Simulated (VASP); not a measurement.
Crystal: Sn2HBr3.

```
Sn H Br
1.0
     6.33988    0.00000    0.00000
    -3.16994    5.49050    0.00000
     0.00000    0.00000    4.45294
Sn H Br
2 1 3
Direct
  0.66667 0.33333 0.96314
  0.33333 0.66667 0.96314
  0.00000 0.00000 0.88881
  0.50000 0.50000 0.45952
  0.50000 0.00000 0.45952
  0.00000 0.50000 0.45952
```

The cell was built by a generator and needn't be a form met in nature.

| Quantity | Value |
| --- | --- |
| Program | VASP 6.6.1 |
| Task | relaxation of cell and atoms |
| Functional | PBE |
| Potentials or basis | VASP PAW PBE potentials, release 64 (Sn_d, H, Br) |
| Cutoff | 520 eV |
| k mesh | 3 × 3 × 3 |
| Occupations | gaussian, width 0.15 eV |
| Spin | no spin polarisation |

At the start: pressure 10.5 GPa; volume 25.83 Å³/atom.

Where does the relaxation end?

Over 9 steps the energy falls by 254.3 meV/atom and the volume is 34.68 Å³/atom (+34.3 %); space group P6mm (No. 183, to 0.05 Å).

The path:
| step | energy change (eV) | largest force (eV/Å) | pressure (GPa) | volume (Å³) |
| --- | --- | --- | --- | --- |
| 1 | 0.0000 | 0.2383 | 10.45 | 155.00 |
| 2 | -1.1856 | 0.1439 | 0.13 | 195.91 |
| 3 | -1.1895 | 0.1297 | -0.69 | 203.30 |
| 4 | -1.1923 | 0.1372 | -0.66 | 201.37 |
| 5 | -1.1918 | 0.1428 | -0.36 | 198.63 |
| 6 | -1.3926 | 0.1191 | 0.04 | 200.28 |
| 7 | -1.5058 | 0.0921 | 0.58 | 201.75 |
| 8 | -1.5103 | 0.0874 | 0.69 | 202.02 |
| 9 | -1.5260 | 0.0727 | 0.28 | 208.10 |

Final structure:
```cif
data_structure
_symmetry_space_group_name_H-M 'P 1'
_symmetry_Int_Tables_number 1
_cell_length_a 7.4544
_cell_length_b 7.4544
_cell_length_c 4.3243
_cell_angle_alpha 90.000
_cell_angle_beta 90.000
_cell_angle_gamma 120.000
_cell_volume 208.10
loop_
_atom_site_label
_atom_site_type_symbol
_atom_site_fract_x
_atom_site_fract_y
_atom_site_fract_z
_atom_site_occupancy
Sn1 Sn 0.66667 0.33333 0.96358 1
Sn2 Sn 0.33333 0.66667 0.96358 1
H1 H 0.00000 0.00000 0.89769 1
Br1 Br 0.50000 0.50000 0.45626 1
Br2 Br 0.50000 0.00000 0.45626 1
Br3 Br 0.00000 0.50000 0.45626 1
```

Caveat: the k mesh is coarse (spacing up to 0.47 Å⁻¹), so the values aren't converged; the volume moved by over 15 % at a fixed basis, so the end points are rough; the relaxation stopped at a loose force limit of 0.08 eV/Å, so its end isn't a converged minimum.
